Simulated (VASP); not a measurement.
An input for Ansatz (written as the equivalent of a VASP run, and not itself run):

Ansatz 0.2 input:
```yaml
crystal:
  lattice:
    - [3.6697350, 0.0000000, 0.0000000]
    - [-1.8348670, 3.1780840, 0.0000000]
    - [0.0000000, 0.0000000, 16.9203150]
  atoms:
    - { symbol: Ta, position: [0.0045480, -0.0136750, 0.5002930] }
    - { symbol: S, position: [0.3280870, 0.6671670, 0.5871780] }
    - { symbol: S, position: [0.6673650, 0.3465080, 0.4125290] }
kpoints:
  mp_grid: { grid: [5, 5, 1] }
hamiltonian:
  xc: pbe
  pseudopotentials: { kind: paw }
scf:
  occupations: { method: gaussian, width: 0.05 }
  max_iter: 100
output: { forces: true, stress: true, eigenvalues: true }
```

Task: Translate this input to VASP (INCAR, KPOINTS, POSCAR, choice of POTCAR).

Result: This is not unique; one that fits is 
### POSCAR
```
TaS2
3.6697350
  1.0000000000   0.0000000000   0.0000000000
 -0.4999998638   0.8660254760   0.0000000000
  0.0000000000   0.0000000000   4.6107729850
Ta S
1 2
Cartesian
  0.0113854981  -0.0118428984   2.3067374490
 -0.0054964091   0.5777836187   2.7073444598
  0.4941110472   0.3000847556   1.9020775687
```

INCAR:
```
ALGO = Normal
EDIFF = 1E-6
ENCUT = 300
GGA = PE
ISIF = 2
ISMEAR = 0
LASPH = T
LCHARG = F
LMAXMIX = 6
LREAL = F
LWAVE = F
NELM = 100
PREC = Accurate
SIGMA = 0.05
SYSTEM = TaS2
```

KPOINTS:
```
K-points
0
Gamma
5 5 1
0 0 0
```

POTCAR, in this order: Ta_pv S (PBE.64 set). Program: vasp_std.

The two are equivalent in intent, not identical: each code has its own PAW files, so the cut-off isn't converted (ENCUT is set for VASP's; basis.ecutwfc is left out, and Ansatz then takes the one that its files recommend); Ansatz stops its SCF on the density residual and VASP on the energy change (EDIFF).

The cell is a sheet with vacuum, built from a generated structure.
